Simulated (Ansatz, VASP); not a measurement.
**ZrCdF4: VASP beside Ansatz**

```
Zr Cd F
1.0
     0.00000    3.32159    3.32159
     3.32159    0.00000    3.32159
     3.32159    3.32159    0.00000
Zr Cd F
1 1 4
Direct
  0.00000 0.00000 0.00000
  0.75000 0.75000 0.75000
  0.37435 0.37435 0.87696
  0.37435 0.37435 0.37435
  0.87696 0.37435 0.37435
  0.37435 0.87696 0.37435
```

Change from the starting cell: species swapped into the LuNi4Sn type (F-43m, No. 216).

Alike in both runs: task relaxation of cell and atoms; functional PBE; k mesh 10 × 10 × 10; occupations gaussian, width 0.02 eV; no spin polarisation.

|  | VASP | Ansatz |
| --- | --- | --- |
| version | VASP 6.6.1 | Ansatz 0.2.0 |
| potentials or method | VASP PAW PBE potentials, release 64 (Zr_sv, Cd, F) | scalar-relativistic, plane waves, PAW |
| plane-wave cutoff (eV) | 600 | 420 |
| valence electrons in the cell | 52 | 60 |

|  | VASP | Ansatz | Ansatz less VASP |
| --- | --- | --- | --- |
| gap on the k mesh at the Fermi level, each at its own relaxed structure (eV) | 0.59 | 0.60 | +0.006 |
| relaxed volume (Å³/atom) | 12.21 | 12.20 | -0.002 |
| relaxed cell length with the largest relative difference (Å) | 4.696 | 4.696 | -0.0002 |

The two sets of potentials don't hold the same shells in valence.

A k mesh can miss the band edges.
